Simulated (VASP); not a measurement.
Level of theory: PBEsol GGA, VASP's PBE PAW potentials (set 64) (plane waves; VASP).

VASP ran on this input.

### INCAR
```
SYSTEM = Mo2N
PREC = Accurate
ENCUT = 520
EDIFF = 1E-7
NELM = 100
ALGO = Normal
LREAL = .FALSE.
LASPH = .TRUE.
ISMEAR = -5
GGA = PS
LMAXMIX = 4
LWAVE = .FALSE.
LCHARG = .TRUE.
LORBIT = 11
NEDOS = 601
ISIF = 2
LEFG = .TRUE.
```

File POSCAR:
```
Mo2N
1
    2.8388763416    -0.0000000013     0.0000000000
   -1.4194376699     2.4585390880     0.0000000000
    0.0000000000    -0.0000000000     5.1162952180
N Mo
1 2
Direct
  0.0000000000   0.0000000000   0.0000000000
  0.3333330000   0.6666670000   0.2651771905
  0.6666670000   0.3333330000   0.7348228095
```

KPOINTS:
```
Automatic mesh
0
Gamma
14 14 7
0 0 0
```

POTCAR, in this order: N Mo_sv (PBE.64 set). Program: vasp_std.

The resulting files:

File OUTCAR:
```
 ion  position               nearest neighbor table
   1  0.000  0.000  0.000-   2 2.13   3 2.13   2 2.13   3 2.13   3 2.13   2 2.13
   2  0.333  0.667  0.265-   1 2.13   1 2.13   1 2.13   3 2.91   3 2.91   3 2.91   3 3.17   3 3.17
                             3 3.17
   3  0.667  0.333  0.735-   1 2.13   1 2.13   1 2.13   2 2.91   2 2.91   2 2.91   2 3.17   2 3.17
                             2 3.17
  LATTYP: Found a hexagonal cell.
 ALAT       =     2.8388763416
 C/A-ratio  =     1.8022254591
 Subroutine PRICEL returns:
 Original cell was already a primitive cell.
 Subroutine GETGRP returns: Found 12 space group operations
The static configuration has the point symmetry D_3d.
The dynamic configuration has the point symmetry D_3d.
 Subroutine INISYM returns: Found 12 space group operations
 Subroutine IBZKPT returns following result:
 Found    144 irreducible k-points:

 Following reciprocal coordinates:
            Coordinates               Weight
  0.000000  0.000000  0.000000      1.000000
  0.071429 -0.000000  0.000000      6.000000
  0.142857  0.000000  0.000000      6.000000
  0.214286  0.000000  0.000000      6.000000
  0.285714 -0.000000  0.000000      6.000000
  0.357143  0.000000  0.000000      6.000000
  0.428571  0.000000  0.000000      6.000000
  0.500000  0.000000  0.000000      3.000000
  0.071429  0.071429  0.000000      6.000000
  0.142857  0.071429  0.000000     12.000000
  0.214286  0.071429  0.000000     12.000000
  0.285714  0.071429  0.000000     12.000000
  0.357143  0.071429  0.000000     12.000000
  0.428571  0.071429  0.000000     12.000000
  0.142857  0.142857  0.000000      6.000000
  0.214286  0.142857  0.000000     12.000000
  0.285714  0.142857  0.000000     12.000000
  0.357143  0.142857  0.000000     12.000000
  0.428571  0.142857  0.000000      6.000000
  0.214286  0.214286  0.000000      6.000000
...
```

### OSZICAR
```
       N       E                     dE             d eps       ncg     rms          rms(c)
DAV:   1     0.343404537857E+03    0.34340E+03   -0.20601E+04  5768   0.172E+03
DAV:   2    -0.208891361736E+02   -0.36429E+03   -0.35489E+03  6288   0.514E+02
DAV:   3    -0.359931548262E+02   -0.15104E+02   -0.14619E+02  7676   0.948E+01
DAV:   4    -0.362886935661E+02   -0.29554E+00   -0.28670E+00  6656   0.111E+01
DAV:   5    -0.362993184276E+02   -0.10625E-01   -0.10613E-01  7416   0.145E+00    0.348E+01
DAV:   6    -0.332881310074E+02    0.30112E+01   -0.23720E+01  6784   0.326E+01    0.101E+01
DAV:   7    -0.328768439110E+02    0.41129E+00   -0.37068E+00  6420   0.123E+01    0.674E+00
DAV:   8    -0.328031418712E+02    0.73702E-01   -0.44912E-01  6960   0.547E+00    0.870E-01
DAV:   9    -0.328012445124E+02    0.18974E-02   -0.42639E-02  7008   0.148E+00    0.348E-01
DAV:  10    -0.328004990266E+02    0.74549E-03   -0.71536E-03  6796   0.681E-01    0.801E-02
DAV:  11    -0.328004417521E+02    0.57274E-04   -0.91039E-04  6696   0.193E-01    0.298E-02
DAV:  12    -0.328004372010E+02    0.45511E-05   -0.43504E-05  6680   0.514E-02    0.873E-03
DAV:  13    -0.328004358267E+02    0.13743E-05   -0.15692E-05  6744   0.200E-02    0.404E-03
DAV:  14    -0.328004364374E+02   -0.61066E-06   -0.33348E-06  5580   0.787E-03    0.523E-04
DAV:  15    -0.328004365907E+02   -0.15334E-06   -0.11915E-06  3908   0.181E-03    0.170E-04
DAV:  16    -0.328004366878E+02   -0.97049E-07   -0.92692E-07  3620   0.677E-04
   1 F= -.32800437E+02 E0= -.32800437E+02  d E =0.000000E+00
```

**OUTCAR**
```
------------------------ aborting loop because EDIFF is reached ----------------------------------------
  FORCE on cell =-STRESS in cart. coord.  units (eV):
  Direction    XX          YY          ZZ          XY          YZ          ZX
  --------------------------------------------------------------------------------------
  Total       -0.0042258     -0.0042258      0.0393130     -0.0000000     -0.0000000     -0.0000000
  in kB       -0.1896018     -0.1896018      1.7638763     -0.0000000     -0.0000000     -0.0000000
  external PRESSURE =       0.4615576 kB  Pullay stress =       0.0000000 kB
  volume of cell :       35.71
      direct lattice vectors                 reciprocal lattice vectors
     2.838876342 -0.000000001  0.000000000     0.352252046  0.203372737  0.000000000
    -1.419437670  2.458539088  0.000000000     0.000000000  0.406745618  0.000000000
     0.000000000  0.000000000  5.116295218     0.000000000  0.000000000  0.195453929
 POSITION                                       TOTAL-FORCE (eV/Angst)
 -----------------------------------------------------------------------------------
      0.00000      0.00000      0.00000         0.000000      0.000000     -0.000000
     -0.00000      1.63903      1.35672         0.000000     -0.000000      0.030123
      1.41944      0.81951      3.75957        -0.000000      0.000000     -0.030123
 -----------------------------------------------------------------------------------
    total drift:                                0.000000      0.000000      0.000000
  FREE ENERGIE OF THE ION-ELECTRON SYSTEM (eV)
  ---------------------------------------------------
  free  energy   TOTEN  =       -32.8004366878 eV

  energy  without entropy=      -32.8004366878  energy(sigma->0) =      -32.80043669

 total charge

# of ion       s       p       d       tot
------------------------------------------
    1        1.240   2.492   0.000   3.732
    2        2.326   6.225   3.953  12.505
    3        2.326   6.225   3.953  12.505
--------------------------------------------------
tot          5.893  14.942   7.906  28.741

 Electric field gradients after diagonalization (V/A^2)
 (convention: |V_zz| > |V_xx| > |V_yy|)
----------------------------------------------------------------------
 ion       V_xx      V_yy      V_zz     asymmetry (V_yy - V_xx)/ V_zz
----------------------------------------------------------------------
   1       4.011     4.011    -8.022       0.000
   2      -1.049    -1.042     2.091       0.003
   3      -1.049    -1.042     2.091       0.003
```
(Selected blocks of OUTCAR.)

For a metal the tetrahedron method with Blöchl corrections gives inexact stress and forces.

The structure was generated: Mo2N was put into the CdI2 type (P-3m1), which need not be its known phase. It was relaxed first, which changed the volume by +13 %. The electron count is odd and the run is not spin-polarised, which forces a metal.
